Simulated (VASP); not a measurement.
Crystal: W.

```
CELL_PARAMETERS angstrom
-1.58234 1.58234 1.58234
1.58234 -1.58234 1.58234
1.58234 1.58234 -1.58234
ATOMIC_POSITIONS crystal
W 0.00000 0.00000 0.00000
```

```yaml
Program: VASP 6.6.1
Task: relaxation of cell and atoms
Functional: PBE
Potentials_or_basis: VASP PAW PBE potentials, release 64 (W_sv)
Cutoff: 520 eV
k_mesh: 18 × 18 × 18
Occupations: gaussian, width 0.1 eV
Spin: collinear spin, ferromagnetic start
Starting_moments: "[1] μB"
```

At the start: pressure 6.2 GPa; volume 15.85 Å³/atom.

Problem. How do energy, volume and symmetry change on relaxing?

Solution. Over 16 steps the energy falls by 5.9 meV/atom and the volume is 16.16 Å³/atom (+2.0 %); space group Im-3m (No. 229, to 0.05 Å); moment 0.00 μB per cell.

The path:
```tsv
step	energy change (eV)	largest force (eV/Å)	pressure (GPa)	volume (Å³)
1	0.0000	0.0000	6.22	15.85
2	0.0623	0.0000	-17.97	17.30
3	-0.0059	0.0000	-0.15	16.17
4	-0.0059	0.0000	-0.02	16.16
5	-0.0059	0.0000	0.11	16.15
6	-0.0059	0.0000	0.12	16.15
7	-0.0059	0.0000	0.08	16.16
8	-0.0059	0.0000	0.07	16.16
9	-0.0059	0.0000	0.08	16.16
10	-0.0059	0.0000	0.08	16.16
11	-0.0059	0.0000	0.08	16.16
12	-0.0059	0.0000	0.08	16.16
13	-0.0059	0.0000	0.05	16.16
14	-0.0059	0.0000	0.02	16.16
15	-0.0059	0.0000	-0.03	16.16
16	-0.0059	0.0000	0.00	16.16
```

Final structure:
```
CELL_PARAMETERS angstrom
-1.59264 1.59264 1.59264
1.59264 -1.59264 1.59264
1.59264 1.59264 -1.59264
ATOMIC_POSITIONS crystal
W 0.00000 0.00000 0.00000
```
